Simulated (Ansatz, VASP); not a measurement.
## ZnH15C6N2Cl4O (ZnH15C6N2Cl4O (P2_1/c)): VASP beside Ansatz

Aim: how closely do two programs agree when they are given the same cell, functional and k mesh? Of the first pair: The structure shown is the start of the Ansatz relaxation below; VASP solves that cell, so the two are compared at the walk's first step.

Main program and level: Ansatz 0.2.0; plane waves, with VASP 6.6.1 beside it; single point at PBE with D4.

**1. Starting point**

The cell holds 116 atoms: 4 Zn, 60 H, 24 C, 8 N, 16 Cl and 4 O. Its edges and angles: a = 6.635 Å, b = 13.732 Å, c = 14.173 Å, α = 90.0°, β = 91.0°, γ = 90.0°. It derives from ZnH15C6N2Cl4O (P2_1/c), repeated 1×1×1. As first built, before any earlier steps moved the atoms (in the runner's words): ZnH15C6N2Cl4O, space group P2_1/c, measured structure (Crystallography Open Database), 1 x 1 x 1 conventional cells; every coordinate displaced by a Gaussian of 0.03 A; bonds to H set to neutron lengths (C-H 1.089, N-H 1.015, O-H 0.983, B-H 1.19 A) where the measured ones are shorter.

**2. Ansatz: relaxation, PBE with D4**

Ansatz runs on its default PAW (the set named soft_2) files.

The two programs are compared at the cell with which this relaxation starts, whose forces are those of its first step.

Input file input.yaml:

```yaml
crystal:
  lattice:
    - [6.6353, 0.0, 0.0]
    - [0.0, 13.732, 0.0]
    - [-0.24735, 0.0, 14.17084]
  atoms:
    - { symbol: Zn, position: [0.7321, 0.74991, 0.89641] }
    - { symbol: Zn, position: [0.26839, 0.24727, 0.5982] }
    - { symbol: Zn, position: [0.27656, 0.24959, 0.10505] }
    - { symbol: Zn, position: [0.72044, 0.75282, 0.3951] }
    - { symbol: H, position: [0.36596, 0.59432, 0.28788] }
    - { symbol: H, position: [0.62947, 0.09726, 0.21368] }
    - { symbol: H, position: [0.62288, 0.40674, 0.71123] }
    - { symbol: H, position: [0.36358, 0.90509, 0.78894] }
    - { symbol: H, position: [0.34874, 0.49464, 0.207] }
    - { symbol: H, position: [0.65084, 0.99343, 0.28609] }
    - { symbol: H, position: [0.65082, 0.50324, 0.79209] }
    - { symbol: H, position: [0.34887, 0.00637, 0.70797] }
    - { symbol: H, position: [0.79064, 0.57055, 0.20051] }
    - { symbol: H, position: [0.20801, 0.0756, 0.30246] }
    - { symbol: H, position: [0.21091, 0.42516, 0.79842] }
    - { symbol: H, position: [0.7845, 0.92419, 0.70099] }
    - { symbol: H, position: [0.77131, 0.47608, 0.12294] }
    - { symbol: H, position: [0.22491, 0.97264, 0.3791] }
    - { symbol: H, position: [0.2178, 0.52627, 0.87746] }
    - { symbol: H, position: [0.78247, 0.02294, 0.62252] }
    - { symbol: H, position: [0.58717, 0.33343, 0.43854] }
    - { symbol: H, position: [0.41968, 0.8322, 0.06186] }
    - { symbol: H, position: [0.4192, 0.66445, 0.55798] }
    - { symbol: H, position: [0.5919, 0.16596, 0.93655] }
    - { symbol: H, position: [0.7371, 0.24728, 0.47324] }
    - { symbol: H, position: [0.26395, 0.74864, 0.02582] }
    - { symbol: H, position: [0.2559, 0.74895, 0.52378] }
    - { symbol: H, position: [0.74902, 0.24812, 0.97958] }
    - { symbol: H, position: [0.6425, 0.2421, 0.36634] }
    - { symbol: H, position: [0.37319, 0.74535, 0.12743] }
    - { symbol: H, position: [0.36254, 0.75516, 0.63023] }
    - { symbol: H, position: [0.63607, 0.2598, 0.86728] }
    - { symbol: H, position: [0.18228, 0.45739, 0.35893] }
    - { symbol: H, position: [0.82026, 0.95816, 0.14936] }
    - { symbol: H, position: [0.81699, 0.53732, 0.64265] }
    - { symbol: H, position: [0.1871, 0.04164, 0.85676] }
    - { symbol: H, position: [0.02832, 0.56208, 0.34054] }
    - { symbol: H, position: [0.96964, 0.06419, 0.15567] }
    - { symbol: H, position: [0.96701, 0.432, 0.6573] }
    - { symbol: H, position: [0.02545, 0.93678, 0.84429] }
    - { symbol: H, position: [0.69085, 0.36741, 0.25759] }
    - { symbol: H, position: [0.312, 0.87067, 0.24722] }
    - { symbol: H, position: [0.30741, 0.62986, 0.75001] }
    - { symbol: H, position: [0.6948, 0.13755, 0.7511] }
    - { symbol: H, position: [0.70522, 0.46985, 0.32771] }
    - { symbol: H, position: [0.29939, 0.96418, 0.17127] }
    - { symbol: H, position: [0.29688, 0.53097, 0.66736] }
    - { symbol: H, position: [0.70561, 0.03155, 0.83044] }
    - { symbol: H, position: [0.97025, 0.29117, 0.35209] }
    - { symbol: H, position: [0.02484, 0.79523, 0.1462] }
    - { symbol: H, position: [0.02915, 0.70673, 0.64526] }
    - { symbol: H, position: [0.97381, 0.20972, 0.85519] }
    - { symbol: H, position: [0.94032, 0.38252, 0.43719] }
    - { symbol: H, position: [0.06029, 0.88809, 0.06851] }
    - { symbol: H, position: [0.057, 0.61394, 0.56708] }
    - { symbol: H, position: [0.93413, 0.10815, 0.93413] }
    - { symbol: H, position: [0.1356, 0.50102, 0.0796] }
    - { symbol: H, position: [0.86082, 0.99698, 0.41721] }
    - { symbol: H, position: [0.85994, 0.50039, 0.91551] }
    - { symbol: H, position: [0.13651, 0.99409, 0.5794] }
    - { symbol: H, position: [0.9882, 0.60433, 0.05862] }
    - { symbol: H, position: [0.0194, 0.10394, 0.44388] }
    - { symbol: H, position: [0.01125, 0.39721, 0.93983] }
    - { symbol: H, position: [0.99003, 0.89183, 0.55834] }
    - { symbol: C, position: [0.25791, 0.55113, 0.23991] }
    - { symbol: C, position: [0.73108, 0.05236, 0.25769] }
    - { symbol: C, position: [0.72696, 0.45149, 0.7545] }
    - { symbol: C, position: [0.26152, 0.94537, 0.74202] }
    - { symbol: C, position: [0.871, 0.51459, 0.16595] }
    - { symbol: C, position: [0.12417, 0.0152, 0.33153] }
    - { symbol: C, position: [0.12085, 0.48318, 0.83398] }
    - { symbol: C, position: [0.87146, 0.9843, 0.66925] }
    - { symbol: C, position: [0.10587, 0.51017, 0.30751] }
    - { symbol: C, position: [0.89018, 0.0111, 0.19698] }
    - { symbol: C, position: [0.89404, 0.49161, 0.69329] }
    - { symbol: C, position: [0.11437, 0.99326, 0.80668] }
    - { symbol: C, position: [0.78885, 0.40887, 0.29742] }
    - { symbol: C, position: [0.20553, 0.90984, 0.20319] }
    - { symbol: C, position: [0.20617, 0.58828, 0.70093] }
    - { symbol: C, position: [0.78087, 0.09149, 0.79551] }
    - { symbol: C, position: [0.86147, 0.34444, 0.37945] }
    - { symbol: C, position: [0.1307, 0.84418, 0.12115] }
    - { symbol: C, position: [0.13421, 0.65696, 0.61921] }
    - { symbol: C, position: [0.86295, 0.15581, 0.8764] }
    - { symbol: C, position: [0.04628, 0.55694, 0.11199] }
    - { symbol: C, position: [0.94603, 0.06029, 0.38433] }
    - { symbol: C, position: [0.95381, 0.44137, 0.88808] }
    - { symbol: C, position: [0.04612, 0.93974, 0.61535] }
    - { symbol: "N", position: [0.96026, 0.45536, 0.24534] }
    - { symbol: "N", position: [0.04325, 0.94866, 0.25487] }
    - { symbol: "N", position: [0.04404, 0.54692, 0.7544] }
    - { symbol: "N", position: [0.95271, 0.04756, 0.74717] }
    - { symbol: "N", position: [0.68276, 0.28634, 0.41547] }
    - { symbol: "N", position: [0.30442, 0.79087, 0.08126] }
    - { symbol: "N", position: [0.30231, 0.71314, 0.57909] }
    - { symbol: "N", position: [0.68453, 0.21058, 0.9186] }
    - { symbol: Cl, position: [0.07077, 0.72948, 0.89831] }
    - { symbol: Cl, position: [0.94168, 0.22959, 0.59881] }
    - { symbol: Cl, position: [0.93316, 0.26526, 0.1006] }
    - { symbol: Cl, position: [0.06937, 0.76847, 0.39552] }
    - { symbol: Cl, position: [0.58133, 0.62467, 0.97933] }
    - { symbol: Cl, position: [0.42188, 0.13109, 0.52794] }
    - { symbol: Cl, position: [0.41916, 0.37689, 0.02078] }
    - { symbol: Cl, position: [0.57615, 0.87248, 0.4772] }
    - { symbol: Cl, position: [0.65563, 0.89829, 0.95892] }
    - { symbol: Cl, position: [0.35102, 0.39363, 0.54272] }
    - { symbol: Cl, position: [0.34623, 0.10411, 0.04168] }
    - { symbol: Cl, position: [0.65056, 0.60083, 0.4592] }
    - { symbol: Cl, position: [0.65994, 0.7354, 0.74141] }
    - { symbol: Cl, position: [0.34381, 0.2326, 0.76351] }
    - { symbol: Cl, position: [0.34411, 0.2635, 0.25892] }
    - { symbol: Cl, position: [0.66407, 0.76511, 0.23943] }
    - { symbol: O, position: [0.18245, 0.61401, 0.17198] }
    - { symbol: O, position: [0.81534, 0.11626, 0.32952] }
    - { symbol: O, position: [0.82539, 0.38802, 0.82711] }
    - { symbol: O, position: [0.18315, 0.88333, 0.67743] }
kpoints:
  mp_grid: { grid: [2, 1, 1] }
hamiltonian:
  xc: pbe
  dispersion: d4
scf:
  occupations: { method: fermi_dirac, width: 0.05 }
output:
  forces: true
relax:
  f_tol: 0.05
  max_steps: 150
  cell: {}
```

Run with:

```bash
$ ansatz run input.yaml --threads 4 --pin off --max-ram 8192MiB --backend cpu --events-out ev --progress --plain --runs-dir out
```

Numbers of over 12 decimals in the logs are rounded to 6 here.

What it wrote:

```text
Engine: ansatz 0.2.0, aarch64-unknown-linux-gnu
Pseudopotentials: kind: paw
Pseudopotential: Zn, paw, valence charge 12, recommended cutoff 420 eV (normal), Zn.paw.azcp
Pseudopotential: H, paw, valence charge 1, recommended cutoff 420 eV (normal), H.paw.azcp
Pseudopotential: C, paw, valence charge 4, recommended cutoff 420 eV (normal), C.paw.azcp
Pseudopotential: N, paw, valence charge 5, recommended cutoff 420 eV (normal), N.paw.azcp
Pseudopotential: Cl, paw, valence charge 7, recommended cutoff 420 eV (normal), Cl.paw.azcp
Pseudopotential: O, paw, valence charge 6, recommended cutoff 420 eV (normal), O.paw.azcp
Functional definition: PBE
  parameter kappa = 0.804
  parameter beta = 0.066725
  exchange = pbe_x(kappa = kappa, mu = beta*pi^2/3)
  correlation = pbe_c(beta = beta)
Crystal: 116 atoms, lattice volume = 1291.189 Å³
Basis set: ecut = 420 eV, 25213 PW (Γ), exchange–correlation on 90×192×192 points (8 copies of the dense FFT grid, shifted against one another)
Bands: 306, of which v1, the nominal top of the filled ones, is band 190 counted from 1 (189 counted from 0)
Symmetry: 1 space group operations
Space group: P1 (ITA 1), of the structure as read, at distance tolerance 1.1e-4 Å
k-points: 2
Non-local potential: Zn, projectors of the file, l = 0: 2, l = 1: 2, l = 2: 3, l = 3: 1
Non-local potential: H, projectors of the file, l = 0: 2, l = 1: 1
Non-local potential: C, projectors of the file, l = 0: 2, l = 1: 2, l = 2: 1
Non-local potential: N, projectors of the file, l = 0: 2, l = 1: 2, l = 2: 1
Non-local potential: Cl, projectors of the file, l = 0: 2, l = 1: 2, l = 2: 2
Non-local potential: O, projectors of the file, l = 0: 2, l = 1: 2, l = 2: 1
PAW form: soft (Blöchl's): semilocal exchange-correlation on the pseudo side does not see the compensation charge
PAW one-centre angular grid: Zn, 590 points (default); XC on 64 Gauss nodes
PAW one-centre angular grid: H, 110 points (default); XC on 64 Gauss nodes
PAW one-centre angular grid: C, 110 points (default); XC on 64 Gauss nodes
PAW one-centre angular grid: N, 110 points (default); XC on 64 Gauss nodes
PAW one-centre angular grid: Cl, 110 points (default); XC on 64 Gauss nodes
PAW one-centre angular grid: O, 110 points (default); XC on 64 Gauss nodes
Initial density: superposition of atomic densities (neutral atoms: chi_scale 0, normalization atom), corrected by the library's trained network
Initial wavefunctions: pseudopotential atomic-orbital guess
Functional: x = pbe(κ = 0.804, μ = 0.219515), c = pbe(β = 0.066725)
SCF iter   1: F=—  HF=-42900.425511 eV  |F-HF|=—  |Δ(HF+E_count)|=         —  Δρ=2.24e-2  dr2=1.06e1  ethr=1.77e-3  ⟨swp⟩=6.0  Hψ=2810  notcnv=0  defer=78
preconditioner: auto → LDOS  [metal: Δε(μ)=0.096 eV  Ē_g=14.754 eV  σ=0.050 eV  W_gap=0.45  n_scr=242 (ndim 8)  ℏωp=20.0 eV  f_vac=0.112  D(μ)=18.26/eV (n_scr^D=86)  β→1.0]
SCF iter   2: F=—  HF=-42899.685809 eV  |F-HF|=—  |Δ(HF+E_count)|=   7.40e-1  Δρ=1.54e-2  dr2=4.79e0  ethr=1.77e-3  ⟨swp⟩=2.0  Hψ=720  notcnv=0  defer=220
SCF iter   3: F=—  HF=-42899.552032 eV  |F-HF|=—  |Δ(HF+E_count)|=   1.34e-1  Δρ=1.17e-2  dr2=2.44e0  ethr=1.26e-3  ⟨swp⟩=2.0  Hψ=640  notcnv=0  defer=220
SCF iter   4: F=—  HF=-42899.454858 eV  |F-HF|=—  |Δ(HF+E_count)|=   9.72e-2  Δρ=8.01e-3  dr2=9.69e-1  ethr=6.41e-4  ⟨swp⟩=2.0  Hψ=712  notcnv=0  defer=220
SCF iter   5: F=—  HF=-42899.455293 eV  |F-HF|=—  |Δ(HF+E_count)|=   4.35e-4  Δρ=4.34e-3  dr2=3.10e-1  ethr=2.55e-4  ⟨swp⟩=2.0  Hψ=776  notcnv=0  defer=220
SCF iter   6: F=—  HF=-42899.420878 eV  |F-HF|=—  |Δ(HF+E_count)|=   3.44e-2  Δρ=2.48e-3  dr2=1.20e-1  ethr=8.17e-5  ⟨swp⟩=2.0  Hψ=776  notcnv=0  defer=220
SCF iter   7: F=—  HF=-42899.411151 eV  |F-HF|=—  |Δ(HF+E_count)|=   9.73e-3  Δρ=1.98e-3  dr2=5.45e-2  ethr=3.16e-5  ⟨swp⟩=2.0  Hψ=1088  notcnv=0  defer=220
SCF iter   8: F=—  HF=-42899.404423 eV  |F-HF|=—  |Δ(HF+E_count)|=   6.73e-3  Δρ=1.15e-3  dr2=1.98e-2  ethr=1.43e-5  ⟨swp⟩=2.0  Hψ=764  notcnv=0  defer=220
SCF iter   9: F=—  HF=-42899.403318 eV  |F-HF|=—  |Δ(HF+E_count)|=   1.11e-3  Δρ=8.27e-4  dr2=1.13e-2  ethr=5.20e-6  ⟨swp⟩=2.0  Hψ=644  notcnv=0  defer=220
SCF iter  10: F=—  HF=-42899.402170 eV  |F-HF|=—  |Δ(HF+E_count)|=   1.15e-3  Δρ=4.77e-4  dr2=4.02e-3  ethr=2.98e-6  ⟨swp⟩=2.0  Hψ=503  notcnv=0  defer=220
SCF iter  11: F=—  HF=-42899.402039 eV  |F-HF|=—  |Δ(HF+E_count)|=   1.30e-4  Δρ=2.56e-4  dr2=9.93e-4  ethr=1.06e-6  ⟨swp⟩=2.0  Hψ=764  notcnv=0  defer=220
SCF iter  12: F=—  HF=-42899.401975 eV  |F-HF|=—  |Δ(HF+E_count)|=   6.40e-5  Δρ=9.34e-5  dr2=1.40e-4  ethr=2.61e-7  ⟨swp⟩=2.0  Hψ=764  notcnv=0  defer=220
SCF iter  13: F=—  HF=-42899.401966 eV  |F-HF|=—  |Δ(HF+E_count)|=   8.93e-6  Δρ=5.21e-5  dr2=4.32e-5  ethr=3.70e-8  ⟨swp⟩=2.0  Hψ=751  notcnv=0  defer=220
SCF iter  14: F=—  HF=-42899.402062 eV  |F-HF|=—  |Δ(HF+E_count)|=   9.54e-5  Δρ=3.39e-5  dr2=1.75e-5  ethr=1.14e-8  ⟨swp⟩=2.0  Hψ=775  notcnv=0  defer=220
[...]
- { symbol: H, position: [0.673474, 0.974091, 0.283141] }
    - { symbol: H, position: [0.673167, 0.524965, 0.783598] }
    - { symbol: H, position: [0.325737, 0.025368, 0.716503] }
    - { symbol: H, position: [0.769664, 0.594263, 0.207891] }
    - { symbol: H, position: [0.229548, 0.094389, 0.291929] }
    - { symbol: H, position: [0.229913, 0.405123, 0.791700] }
    - { symbol: H, position: [0.769653, 0.904911, 0.707788] }
    - { symbol: H, position: [0.729111, 0.477032, 0.153987] }
    - { symbol: H, position: [0.270120, 0.977049, 0.345674] }
    - { symbol: H, position: [0.270180, 0.522331, 0.845739] }
    - { symbol: H, position: [0.728899, 0.022202, 0.654012] }
    - { symbol: H, position: [0.601995, 0.308822, 0.456784] }
    - { symbol: H, position: [0.396938, 0.808596, 0.043337] }
    - { symbol: H, position: [0.397186, 0.690632, 0.543234] }
    - { symbol: H, position: [0.602332, 0.190731, 0.956701] }
    - { symbol: H, position: [0.797195, 0.243287, 0.497407] }
    - { symbol: H, position: [0.201836, 0.743353, 0.00237096] }
    - { symbol: H, position: [0.202025, 0.755833, 0.502165] }
    - { symbol: H, position: [0.797926, 0.255950, 0.997433] }
    - { symbol: H, position: [0.700192, 0.217951, 0.388556] }
    - { symbol: H, position: [0.298005, 0.717756, 0.111353] }
    - { symbol: H, position: [0.298021, 0.781508, 0.611157] }
    - { symbol: H, position: [0.701626, 0.281424, 0.888500] }
    - { symbol: H, position: [0.154162, 0.472202, 0.374210] }
[...]
- { symbol: H, position: [0.080883, 0.478386, 0.089712] }
    - { symbol: H, position: [0.918362, 0.978387, 0.409914] }
    - { symbol: H, position: [0.918516, 0.520563, 0.910150] }
    - { symbol: H, position: [0.080659, 1.021006, 0.589713] }
    - { symbol: H, position: [0.962270, 0.593750, 0.062636] }
    - { symbol: H, position: [0.036897, 0.093725, 0.437176] }
    - { symbol: H, position: [0.037635, 0.405275, 0.937092] }
    - { symbol: H, position: [0.962229, 0.905651, 0.562507] }
    - { symbol: C, position: [0.260333, 0.542628, 0.243963] }
    - { symbol: C, position: [0.739007, 0.042859, 0.255773] }
    - { symbol: C, position: [0.739098, 0.456385, 0.755950] }
    - { symbol: C, position: [0.260214, 0.956602, 0.743892] }
    - { symbol: C, position: [0.843437, 0.523152, 0.189206] }
    - { symbol: C, position: [0.155851, 0.023261, 0.310512] }
    - { symbol: C, position: [0.155960, 0.476145, 0.810537] }
    - { symbol: C, position: [0.843291, 0.976059, 0.689182] }
    - { symbol: C, position: [0.092544, 0.519641, 0.318263] }
    - { symbol: C, position: [0.906855, 0.020030, 0.181438] }
    - { symbol: C, position: [0.906509, 0.479694, 0.681613] }
    - { symbol: C, position: [0.092376, 0.979463, 0.818229] }
    - { symbol: C, position: [0.780622, 0.412204, 0.324741] }
    - { symbol: C, position: [0.218457, 0.912395, 0.174825] }
    - { symbol: C, position: [0.218412, 0.587045, 0.674919] }
    - { symbol: C, position: [0.780599, 0.087037, 0.824727] }
    - { symbol: C, position: [0.888107, 0.342595, 0.392868] }
    - { symbol: C, position: [0.110670, 0.842602, 0.106979] }
    - { symbol: C, position: [0.110822, 0.656632, 0.606780] }
    - { symbol: C, position: [0.888286, 0.156303, 0.893089] }
    - { symbol: C, position: [0.020085, 0.546850, 0.119909] }
    - { symbol: C, position: [0.979133, 0.046903, 0.379842] }
    - { symbol: C, position: [0.979606, 0.452190, 0.879887] }
    - { symbol: C, position: [0.019992, 0.952492, 0.619825] }
    - { symbol: N, position: [0.917118, 0.476503, 0.273815] }
    - { symbol: N, position: [0.082180, 0.976729, 0.225844] }
    - { symbol: N, position: [0.081966, 0.522883, 0.726015] }
    - { symbol: N, position: [0.916925, 0.022627, 0.773827] }
    - { symbol: N, position: [0.736291, 0.273921, 0.435056] }
    - { symbol: N, position: [0.262406, 0.773834, 0.064848] }
    - { symbol: N, position: [0.262558, 0.725395, 0.564679] }
    - { symbol: N, position: [0.736966, 0.225371, 0.935067] }
    - { symbol: Cl, position: [0.061234, 0.727998, 0.869334] }
    - { symbol: Cl, position: [0.937224, 0.227735, 0.630453] }
    - { symbol: Cl, position: [0.938244, 0.271657, 0.130403] }
    - { symbol: Cl, position: [0.061113, 0.771140, 0.369208] }
    - { symbol: Cl, position: [0.568203, 0.617344, 0.956989] }
    - { symbol: Cl, position: [0.430514, 0.117219, 0.543001] }
    - { symbol: Cl, position: [0.431750, 0.382095, 0.043356] }
    - { symbol: Cl, position: [0.567972, 0.881801, 0.456885] }
    - { symbol: Cl, position: [0.633361, 0.885405, 0.958776] }
    - { symbol: Cl, position: [0.365029, 0.385185, 0.541057] }
    - { symbol: Cl, position: [0.365891, 0.114117, 0.041225] }
    - { symbol: Cl, position: [0.633508, 0.613721, 0.458741] }
    - { symbol: Cl, position: [0.626315, 0.750674, 0.721435] }
    - { symbol: Cl, position: [0.371790, 0.250574, 0.778537] }
    - { symbol: Cl, position: [0.373089, 0.248650, 0.278734] }
    - { symbol: Cl, position: [0.626136, 0.748465, 0.221382] }
    - { symbol: O, position: [0.179300, 0.597929, 0.167221] }
    - { symbol: O, position: [0.820004, 0.098073, 0.332573] }
    - { symbol: O, position: [0.820557, 0.401005, 0.832540] }
    - { symbol: O, position: [0.179214, 0.901380, 0.667096] }
```

[end of part 1 of 2]

[Lines on the potential files, build, host, timing and source positions are cut from VASP's logs without a mark.]

[Logs are printed without paths, hosts, clocks, repeated set-up lines and the standing remarks that a program may print on its own settings, such as how far it seeks lower states.]

[Hosts, paths, dates, database ids (printed as entryN), source tags and the programs' standing remarks are cut or masked in the printed files.]
